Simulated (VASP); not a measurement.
GaN (relaxed from the zinc blende structure, space group F-43m) is relaxed at rising pressure, each step from the one before. Symmetry mostly holds the structure type, and other phases were not tried. The mesh follows the cell, and a change of mesh leaves a small step in the series.

Input:

```cif
data_Ga4N4
_chemical_formula_sum 'Ga4 N4'
_space_group_name_H-M_alt 'F-43m'
_space_group_IT_number 216
_space_group_name_Hall 'F -4 2 3'
_cell_length_a 4.49637
_cell_length_b 4.49637
_cell_length_c 4.49637
_cell_angle_alpha 90.000
_cell_angle_beta 90.000
_cell_angle_gamma 90.000
loop_
_atom_site_label
_atom_site_type_symbol
_atom_site_symmetry_multiplicity
_atom_site_Wyckoff_symbol
_atom_site_fract_x
_atom_site_fract_y
_atom_site_fract_z
_atom_site_occupancy
Ga1 Ga 4 a 0.00000 0.00000 0.00000 1
N1 N 4 d 0.75000 0.75000 0.75000 1
```
(The calculation used a cell of 2 atoms; values per cell refer to that cell.)

Calculation: PBEsol GGA, VASP's PBE PAW potentials (set 64) (plane waves; VASP 6.6.1). Numerical set-up: 620 eV cut-off, 10×10×10 Γ-centred mesh, Gaussian smearing of 0.050 eV, potentials Ga_d N.

```json
[
 {"P (GPa)": "0", "V (Å³/atom)": "11.36", "H − H(0) (eV/atom)": "0.000", "space group": "F-43m", "gap on the mesh (eV)": "1.73", "k-mesh": "10×10×10"},
 {"P (GPa)": "5", "V (Å³/atom)": "___", "H − H(0) (eV/atom)": "___", "space group": "F-43m", "gap on the mesh (eV)": "1.89", "k-mesh": "10×10×10"},
 {"P (GPa)": "10", "V (Å³/atom)": "___", "H − H(0) (eV/atom)": "___", "space group": "F-43m", "gap on the mesh (eV)": "2.05", "k-mesh": "10×10×10"},
 {"P (GPa)": "20", "V (Å³/atom)": "10.41", "H − H(0) (eV/atom)": "1.355", "space group": "F-43m", "gap on the mesh (eV)": "2.29", "k-mesh": "10×10×10"},
 {"P (GPa)": "30", "V (Å³/atom)": "10.06", "H − H(0) (eV/atom)": "1.993", "space group": "F-43m", "gap on the mesh (eV)": "2.51", "k-mesh": "11×11×11"},
 {"P (GPa)": "45", "V (Å³/atom)": "9.61", "H − H(0) (eV/atom)": "2.914", "space group": "F-43m", "gap on the mesh (eV)": "2.79", "k-mesh": "11×11×11"}
]
```

Question: Some entries are withheld; supply them.

Answer: 
- 10, V (Å³/atom): 10.81
- 10, H − H(0) (eV/atom): 0.692
- 5, V (Å³/atom): 11.08
- 5, H − H(0) (eV/atom): 0.350

Pressures at which the relaxation failed are left out.

The structure was generated: GaN was put into the zinc blende type (F-43m), which need not be its known phase.
